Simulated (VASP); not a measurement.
# TiAl: structure and properties in VASP, part 4 of 4

Aim: relax TiAl, then compute properties on the relaxed cell. The start is a computed cell from the Materials Project.

VASP 6.6.1; r2SCAN; plane waves and PAW (Ti_sv, Al).

Still holding for the runs below: This run has no spin polarisation. Its electron count is odd, so without a moment it is a metal by construction. The k-mesh is coarse for a metal.

So far. Step 8 (Volume scan with r2SCAN (run 2)): The pressure falls from 8.41 to 5.40 GPa. Step 8 (Volume scan with r2SCAN (run 2)): The run ends at a pressure of 5.40 GPa.

**9. Volume scan with r2SCAN (run 3)**

File INCAR:

```
SYSTEM = TiAl
PREC = Accurate
ENCUT = 400
EDIFF = 1E-06
NELM = 100
ISMEAR = 1
SIGMA = 0.2
LREAL = .FALSE.
ALGO = Normal
METAGGA = R2SCAN
LASPH = .TRUE.
NBANDS = 13
LORBIT = 11
LWAVE = .FALSE.
LCHARG = .FALSE.
KPAR = 2
ISIF = 2
```

File POSCAR:

```
TiAl
1.0
    3.1503370885      0.0000000000      0.0000000000
    0.0000000000      3.1503370885      0.0000000000
    0.0000000000      0.0000000000      3.1503370885
Ti Al
1 1
Direct
    0.0000000000      0.0000000000      0.0000000000
    0.5000000000      0.5000000000      0.5000000000
```

File KPOINTS:

```
Automatic mesh
0
Gamma
8 8 8
0 0 0
```

Potentials, in the order of the species: Ti_sv and Al (PBE family, release 64).

On the command line:

```
$ mpirun -np 2 vasp_std
```

The log of the run:

```text
[... set-up lines as in an earlier step ...]
 entering main loop
       N       E                     dE             d eps       ncg     rms          rms(c)
DAV:   1     0.789441124788E+02    0.78944E+02   -0.65282E+03   915   0.102E+03
DAV:   2    -0.198672836894E+02   -0.98811E+02   -0.95363E+02   955   0.291E+02
DAV:   3    -0.247752553692E+02   -0.49080E+01   -0.47247E+01  1347   0.670E+01
DAV:   4    -0.249322017971E+02   -0.15695E+00   -0.15653E+00  1077   0.103E+01
[...]
DAV:  10    -0.202927411252E+02   -0.87058E-04   -0.44137E-04  1066   0.237E-01    0.190E-02
DAV:  11    -0.202927320342E+02    0.90910E-05   -0.71013E-05  1074   0.111E-01    0.164E-02
DAV:  12    -0.202927330328E+02   -0.99858E-06   -0.43466E-06  1081   0.283E-02
   1 F= -.20292733E+02 E0= -.20291085E+02  d E =-.494411E-02
```

Elapsed: 9.2 s, on 2 MPI ranks of Intel Xeon 6975P-C (Granite Rapids), shared host; peak memory 0.26 GiB; 14 s of CPU time.

OUTCAR, selected parts (step 9):

```text
  Total        0.5066877      0.5066877      0.5066877      0.0000000      0.0000000     -0.0000000
  in kB       25.9644938     25.9644938     25.9644938      0.0000000      0.0000000     -0.0000000
  external PRESSURE =      25.9644938 kB  Pullay stress =       0.0000000 kB

 POSITION                                       TOTAL-FORCE (eV/Angst)
 -----------------------------------------------------------------------------------
      0.00000      0.00000      0.00000         0.000000      0.000000      0.000000
      1.57517      1.57517      1.57517         0.000000      0.000000      0.000000
 -----------------------------------------------------------------------------------
    total drift:                                0.000000      0.000000      0.000000

  FREE ENERGIE OF THE ION-ELECTRON SYSTEM (eV)
  ---------------------------------------------------
  free  energy   TOTEN  =       -20.2927330328 eV

  energy  without entropy=      -20.2877889211  energy(sigma->0) =      -20.29108500

[... 1 part as in an earlier step ...]

[... 2 further parts left out ...]
[key lines of the parts left out:]
E-fermi :   9.1198
```

The pressure falls from 5.40 to 2.60 GPa.

The run ends at a pressure of 2.60 GPa.

**10. Volume scan with r2SCAN (run 4)**

INCAR is that of step 9.

File POSCAR:

```
TiAl
1.0
    3.1716237956      0.0000000000      0.0000000000
    0.0000000000      3.1716237956      0.0000000000
    0.0000000000      0.0000000000      3.1716237956
Ti Al
1 1
Direct
    0.0000000000      0.0000000000      0.0000000000
    0.5000000000      0.5000000000      0.5000000000
```

KPOINTS is that of step 9.

On the command line:

```
$ mpirun -np 2 vasp_std
```

The log of the run:

```text
[... set-up lines as in an earlier step ...]
 entering main loop
       N       E                     dE             d eps       ncg     rms          rms(c)
[... 11 cycles as in an earlier step ...]
DAV:  12    -0.202994485796E+02   -0.62811E-06   -0.40869E-06  1091   0.269E-02
   1 F= -.20299449E+02 E0= -.20297776E+02  d E =-.501684E-02
```

Wall time 9.2 s (2 MPI ranks); peak memory 0.26 GiB; 14 s of CPU time.

From OUTCAR (step 10):

```text
  Total        0.0138516      0.0138516      0.0138516      0.0000000      0.0000000      0.0000000
  in kB        0.6956086      0.6956086      0.6956086      0.0000000      0.0000000      0.0000000
  external PRESSURE =       0.6956086 kB  Pullay stress =       0.0000000 kB

  FREE ENERGIE OF THE ION-ELECTRON SYSTEM (eV)
  ---------------------------------------------------
  free  energy   TOTEN  =       -20.2994485796 eV

  energy  without entropy=      -20.2944317379  energy(sigma->0) =      -20.29777630

[... 3 parts as in an earlier step ...]

[... 1 further part left out ...]
[key lines of the parts left out:]
E-fermi :   8.9036
```

The pressure falls from 2.60 to 0.07 GPa.

The run ends at a pressure of 0.07 GPa.

**11. Volume scan with r2SCAN (run 5)**

INCAR is that of step 10.

File POSCAR:

```
TiAl
1.0
    3.1926285388      0.0000000000      0.0000000000
    0.0000000000      3.1926285388      0.0000000000
    0.0000000000      0.0000000000      3.1926285388
Ti Al
1 1
Direct
    0.0000000000      0.0000000000      0.0000000000
    0.5000000000      0.5000000000      0.5000000000
```

KPOINTS is that of step 10.

On the command line:

```
$ mpirun -np 2 vasp_std
```

The log of the run:

```text
[... set-up lines as in an earlier step ...]
 entering main loop
       N       E                     dE             d eps       ncg     rms          rms(c)
DAV:   1     0.812306225912E+02    0.81231E+02   -0.64360E+03   915   0.997E+02
DAV:   2    -0.193665395924E+02   -0.10060E+03   -0.97489E+02   940   0.292E+02
DAV:   3    -0.248083011158E+02   -0.54418E+01   -0.51644E+01  1358   0.667E+01
DAV:   4    -0.249835934984E+02   -0.17529E+00   -0.17466E+00  1078   0.108E+01
[...]
DAV:  10    -0.202965026611E+02   -0.82269E-04   -0.44353E-04  1086   0.232E-01    0.254E-02
DAV:  11    -0.202964922663E+02    0.10395E-04   -0.10449E-04  1036   0.129E-01    0.174E-02
DAV:  12    -0.202964918975E+02    0.36879E-06   -0.42167E-06  1060   0.268E-02
   1 F= -.20296492E+02 E0= -.20294799E+02  d E =-.507958E-02
```

The job ended after 9 s (2 MPI ranks; peak memory 0.25 GiB; 14 s of CPU time).

From OUTCAR (step 11):

```text
  Total       -0.4480797     -0.4480797     -0.4480797     -0.0000000      0.0000000     -0.0000000
  in kB      -22.0607697    -22.0607697    -22.0607697     -0.0000000      0.0000000     -0.0000000
  external PRESSURE =     -22.0607697 kB  Pullay stress =       0.0000000 kB

 POSITION                                       TOTAL-FORCE (eV/Angst)
 -----------------------------------------------------------------------------------
      0.00000      0.00000      0.00000         0.000000      0.000000      0.000000
      1.59631      1.59631      1.59631         0.000000      0.000000      0.000000
 -----------------------------------------------------------------------------------
    total drift:                                0.000000      0.000000      0.000000

  FREE ENERGIE OF THE ION-ELECTRON SYSTEM (eV)
  ---------------------------------------------------
  free  energy   TOTEN  =       -20.2964918975 eV

  energy  without entropy=      -20.2914123198  energy(sigma->0) =      -20.29479870

[... 1 part as in an earlier step ...]

[... 2 further parts left out ...]
[key lines of the parts left out:]
E-fermi :   8.6948
```

The pressure falls from 0.07 to -2.21 GPa, so it vanishes between these two volumes.

**12. Volume scan with r2SCAN (run 6)**

INCAR is that of step 11.

File POSCAR:

```
TiAl
1.0
    3.2133604739      0.0000000000      0.0000000000
    0.0000000000      3.2133604739      0.0000000000
    0.0000000000      0.0000000000      3.2133604739
Ti Al
1 1
Direct
    0.0000000000      0.0000000000      0.0000000000
    0.5000000000      0.5000000000      0.5000000000
```

KPOINTS is that of step 11.

On the command line:

```
$ mpirun -np 2 vasp_std
```

The log of the run:

```text
[... set-up lines as in an earlier step ...]
 entering main loop
       N       E                     dE             d eps       ncg     rms          rms(c)
DAV:   1     0.829557904697E+02    0.82956E+02   -0.63398E+03   920   0.101E+03
DAV:   2    -0.189101203004E+02   -0.10187E+03   -0.98248E+02   940   0.300E+02
DAV:   3    -0.248101304550E+02   -0.59000E+01   -0.56873E+01  1435   0.689E+01
DAV:   4    -0.249957823766E+02   -0.18565E+00   -0.18515E+00  1021   0.111E+01
[...]
DAV:  11    -0.202847544192E+02    0.51619E-05   -0.97845E-05  1080   0.124E-01    0.195E-02
DAV:  12    -0.202847531323E+02    0.12869E-05   -0.48742E-06  1076   0.285E-02    0.485E-03
DAV:  13    -0.202847531120E+02    0.20270E-07   -0.16584E-06   947   0.158E-02
   1 F= -.20284753E+02 E0= -.20283040E+02  d E =-.514069E-02
```

Elapsed: 9.6 s, on 2 MPI ranks; peak memory 0.26 GiB; 15 s of CPU time.

Parts of OUTCAR (step 12):

```text
  Total       -0.9084583     -0.9084583     -0.9084583     -0.0000000      0.0000000      0.0000000
  in kB      -43.8669312    -43.8669312    -43.8669312     -0.0000000      0.0000000      0.0000000
  external PRESSURE =     -43.8669312 kB  Pullay stress =       0.0000000 kB

 POSITION                                       TOTAL-FORCE (eV/Angst)
 -----------------------------------------------------------------------------------
      0.00000      0.00000      0.00000         0.000000      0.000000      0.000000
      1.60668      1.60668      1.60668         0.000000      0.000000      0.000000
 -----------------------------------------------------------------------------------
    total drift:                                0.000000      0.000000      0.000000

  FREE ENERGIE OF THE ION-ELECTRON SYSTEM (eV)
  ---------------------------------------------------
  free  energy   TOTEN  =       -20.2847531120 eV

  energy  without entropy=      -20.2796124188  energy(sigma->0) =      -20.28303955

[... 1 part as in an earlier step ...]

[... 2 further parts left out ...]
[key lines of the parts left out:]
E-fermi :   8.4938
```

The pressure falls from -2.21 to -4.39 GPa.

The run ends at a pressure of -4.39 GPa.

**13. Volume scan with r2SCAN (run 7)**

A prediction first. A parabola through the 6 pressures of evenly scaled cells so far, P = 0.08 -121.6 t +210 t² GPa with t = ln(V/V₁) and V₁ the volume at scale 1, gives -6.29 GPa at t = +0.0583.

INCAR is that of step 12.

File POSCAR:

```
TiAl
1.0
    3.2338282899      0.0000000000      0.0000000000
    0.0000000000      3.2338282899      0.0000000000
    0.0000000000      0.0000000000      3.2338282899
Ti Al
1 1
Direct
    0.0000000000      0.0000000000      0.0000000000
    0.5000000000      0.5000000000      0.5000000000
```

KPOINTS is that of step 12.

On the command line:

```
$ mpirun -np 2 vasp_std
```

The log of the run:

```text
[... set-up lines as in an earlier step ...]
 entering main loop
       N       E                     dE             d eps       ncg     rms          rms(c)
DAV:   1     0.812755223084E+02    0.81276E+02   -0.65048E+03   915   0.996E+02
DAV:   2    -0.194892897448E+02   -0.10076E+03   -0.97236E+02   940   0.292E+02
DAV:   3    -0.248368999748E+02   -0.53476E+01   -0.51882E+01  1372   0.682E+01
DAV:   4    -0.250038876878E+02   -0.16699E+00   -0.16677E+00  1063   0.106E+01
[...]
DAV:  11    -0.202648755330E+02    0.96383E-05   -0.13568E-04  1044   0.145E-01    0.208E-02
DAV:  12    -0.202648733439E+02    0.21891E-05   -0.59583E-06  1070   0.311E-02    0.570E-03
DAV:  13    -0.202648730098E+02    0.33412E-06   -0.20040E-06  1013   0.174E-02
   1 F= -.20264873E+02 E0= -.20263135E+02  d E =-.521480E-02
```

Wall time 10 s (2 MPI ranks); peak memory 0.26 GiB.

From OUTCAR (step 13):

```text
  Total       -1.3231223     -1.3231223     -1.3231223     -0.0000000     -0.0000000      0.0000000
  in kB      -62.6844329    -62.6844329    -62.6844329     -0.0000000     -0.0000000      0.0000000
  external PRESSURE =     -62.6844329 kB  Pullay stress =       0.0000000 kB

 POSITION                                       TOTAL-FORCE (eV/Angst)
 -----------------------------------------------------------------------------------
      0.00000      0.00000      0.00000         0.000000      0.000000      0.000000
      1.61691      1.61691      1.61691         0.000000      0.000000      0.000000
 -----------------------------------------------------------------------------------
    total drift:                                0.000000      0.000000      0.000000

  FREE ENERGIE OF THE ION-ELECTRON SYSTEM (eV)
  ---------------------------------------------------
  free  energy   TOTEN  =       -20.2648730098 eV

  energy  without entropy=      -20.2596582111  energy(sigma->0) =      -20.26313474

[... 1 part as in an earlier step ...]

[... 2 further parts left out ...]
[key lines of the parts left out:]
E-fermi :   8.2987
```

The pressure falls from -4.39 to -6.27 GPa. The parabola predicted -6.29 GPa, -0.02 GPa off.

**14. Comparing the runs**

Times are for 2 MPI ranks of Intel Xeon 6975P-C (Granite Rapids), shared host. Results by setting:

```csv
no.,volume scale,energy above the lowest point (meV/atom),pressure (GPa),time,memory (GiB)
1,0.94,26.63,8.405,9.2 s,0.23
2,0.96,12.02,5.398,10 s,0.23
3,0.98,3.35,2.596,9.2 s,0.26
4,1,0,0.06956,9.2 s,0.26
5,1.02,1.49,-2.206,9 s,0.25
6,1.04,7.37,-4.387,9.6 s,0.26
7,1.06,17.32,-6.268,10 s,0.26
```

**15. Fit for r2SCAN**

This step: Birch-Murnaghan fit, r2SCAN; plane waves and PAW (VASP 6.6.1).

Derived from the runs above.

Numbers from this step:

```
pressure derivative of the bulk modulus : 3.801
r.m.s. error of the fit                 : 1.37e-5 eV/atom
minimum inside the sampled range        : yes
bulk modulus                            : 120.1 GPa
equilibrium volume of the fit           : 16.01 Å³/atom
```

Table of energy above the fitted minimum by volume:

```csv
volume (Å³/atom),energy above the fitted minimum (eV/atom)
14.995,0.0267
15.314,0.0121
15.633,0.00344
15.952,9.0e-5
16.271,0.00158
16.590,0.00746
16.909,0.0174
```

The fitted volume lies +0.35 % from the relaxed one. At a finite cutoff and mesh the minimum of the energy and the zero of the stress don't quite coincide, and the relaxation stops at a threshold.

**16. What came out**

```
relaxed volume                            : 15.95 Å³/atom
relaxed conventional cell a, b, c         : 3.172, 3.172, 3.172 Å
space group after relaxing, within 0.02 Å : Pm-3m (No. 221)
band gap                                  : none, a metal
DOS at the Fermi level                    : 2.19 states/eV/cell
largest field gradient Vzz                : zero within the noise on all sites
bulk modulus from the fit                 : 120 GPa
volume from the fit                       : 16.0 Å³/atom
```

With r2SCAN, TiAl relaxes to 15.95 Å³/atom in space group Pm-3m (held by the symmetry of the run), comes out as a metal and has a bulk modulus of 120 GPa. Band structure (r2SCAN): Of the bands kept, 1 crosses the Fermi level on this path. The k-sampling is coarse for a metal, so the Fermi level, pressures and the shape of the cell carry errors. With an odd electron count and no spin the cell is a metal by construction. No search among competing phases was made, and a listed structure need not be the one stable at ambient conditions. All values are for a static lattice at zero temperature.

[Lines on the potential files, build, host, timing and source positions are cut from VASP's logs without a mark.]

[Logs are printed without paths, hosts, clocks, repeated set-up lines and the standing remarks that a program may print on its own settings, such as how far it seeks lower states.]

[Hosts, paths, dates, database ids (printed as entryN), source tags and the programs' standing remarks are cut or masked in the printed files.]

[A measured line is paired with the nearest computed mode of its activity, which favours agreement.]
